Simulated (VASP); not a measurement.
A run of VASP 6.6.1 is set up as follows.

Contents of INCAR:

```
SYSTEM = W
ALGO = Fast
EDIFF = 1E-7
ENCUT = 350
GGA = PE
ISIF = 2
ISMEAR = 0
LASPH = .True.
LCHARG = .False.
LREAL = .False.
LWAVE = .False.
NBANDS = 13
NELM = 100
PREC = Accurate
SIGMA = 0.1
```

KPOINTS

```
k-points
0
Gamma
  14 14 14
  0 0 0
```

The input POSCAR:

```
W
1.0
   -1.5823450000      1.5823450000      1.5823450000
    1.5823450000     -1.5823450000      1.5823450000
    1.5823450000      1.5823450000     -1.5823450000
W
1
Direct
    0.0000000000      0.0000000000      0.0000000000
```

Potentials or basis: VASP PAW PBE potentials, release 64 (W_sv).

Run with:

```console
$ cat potpaw_PBE.64/W_sv/POTCAR > POTCAR
$ mpirun -np 1 vasp_std > vasp.out
```

Q: Predict the pressure.

A: 6.3 GPa.

Q: What does it give for the band gap on the k mesh?

A: None (metal or under the smearing width).

The run has no spin-orbit coupling, so splittings on W are missing.
